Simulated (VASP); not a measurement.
Here is the system:

```
La
1.0
    1.88495    -3.26484     0.00000
    1.88495     3.26484     0.00000
    0.00000     0.00000    12.12361
La
4
Cartesian
  0.00000   0.00000   6.06181
  0.00000   0.00000   0.00000
  1.88495   1.08828   3.03090
  1.88495  -1.08828   9.09271
```

Method: r2SCAN meta-GGA, VASP's PBE PAW potentials (set 64) (plane waves; VASP). Run with 520 eV cut-off, 11×11×3 Γ-centred mesh, tetrahedra with Blöchl corrections, potentials La.

The cores are frozen, which limits the accuracy of field gradients.

Q: Give the principal components of the electric field gradient (V/Å²) and the asymmetry η at each nucleus.

A: 
| atom | Vxx | Vyy | Vzz | η |
|---|---|---|---|---|
| La1 | -11.1 | -11.1 | 22.2 | 0.00 |
| La2 | -11.1 | -11.1 | 22.2 | 0.00 |
| La3 | -12.7 | -12.7 | 25.4 | 0.00 |
| La4 | -12.7 | -12.7 | 25.4 | 0.00 |

The compound is La in the dhcp structure. It was relaxed first.
